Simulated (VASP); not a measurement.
# Mg2CdS3: relaxation of cell and atoms with PBE

Crystal: Mg2CdS3.

```xyz
6
Lattice="-1.8828 2.6634 5.6605 1.8828 -2.6634 5.6605 1.8828 2.6634 -5.6605" Properties=species:S:1:pos:R:3 pbc="T T T"
Mg    0.0000    0.0000    7.5444
Mg    0.0000    0.0000    3.7766
Cd    0.0000    0.0000   11.3210
S     1.8828    0.0000    1.9779
S     0.0000    2.6634    3.6826
S     1.8828    0.0000    5.6605
```

The cell was built by a generator and needn't be a form met in nature.

- Program: VASP 6.6.1
- Task: relaxation of cell and atoms
- Functional: PBE
- Potentials or basis: VASP PAW PBE potentials, release 64 (Mg, Cd, S)
- Cutoff: 520 eV
- k mesh: 8 × 8 × 8
- Occupations: gaussian, width 0.03 eV
- Spin: no spin polarisation
- Further INCAR settings: ALGO = Normal; EDIFF = 1e-07; IBRION = 2; POTIM = 0.3; EDIFFG = -0.005; NSW = 60; ISIF = 3

```json
{
 "Relaxed volume": "18.92 Å³/atom",
 "Relaxed cell": "a = 6.531 Å, b = 6.531 Å, c = 6.531 Å, α = 146.48°, β = 131.87°, γ = 59.92°",
 "Space group after relaxing (to 0.05 Å)": "Immm (No. 71)",
 "Energy gained by relaxing": "0.0 meV/atom",
 "Ionic steps": "3",
 "Pressure after relaxing": "0.0 GPa",
 "Largest force after relaxing": "0.004 eV/Å",
 "Band gap on the k mesh": "1.46 eV, indirect (least direct gap 1.55 eV)"
}
```

Forces on the atoms (eV/Å):
```
Mg   0.000  0.000 -0.004
Mg   0.000  0.000  0.004
Cd   0.000  0.000  0.000
S    0.000  0.000  0.001
S    0.000  0.000 -0.001
S    0.000  0.000  0.000
```

Final structure:
```xyz
6
Lattice="-1.8832 2.6632 5.6584 1.8832 -2.6632 5.6584 1.8832 2.6632 -5.6584" Properties=species:S:1:pos:R:3 pbc="T T T"
Mg    0.0000    0.0000    7.5405
Mg    0.0000    0.0000    3.7764
Cd    0.0000    0.0000    0.0000
S     1.8832    0.0000    1.9774
S     0.0000    2.6632    3.6810
S     0.0000    2.6632    0.0000
```

Levels at points of the mesh, in eV from the valence-band top:
```tsv
k point	band 14	band 15	band 16	band 17	band 18	band 19	band 20	band 21
(0.00, 0.00, 0.00)	-1.03	-0.40	-0.39	-0.39	2.16	3.77	3.91	7.02
(0.50, 0.00, 0.00)	-1.16	-1.04	-0.49	-0.14	3.99	4.33	4.63	6.15
(0.00, 0.50, 0.00)	-1.96	-1.93	-1.43	-1.10	1.46	4.24	4.70	4.88
(0.50, 0.50, 0.00)	-1.77	-1.66	-0.46	-0.40	3.94	4.35	4.57	5.93
(0.50, 0.50, 0.50)	-1.73	-1.06	-0.66	0.00	1.55	4.47	5.19	5.35
```

Run time: 2.9 min on 4 MPI ranks on Intel(R) Xeon(R) Platinum 8488C (Sapphire Rapids), on a shared host, peak memory 0.54 GiB a rank.

A k mesh can miss the band edges. A hybrid or GW would open this gap; PBE tends to underestimate it.
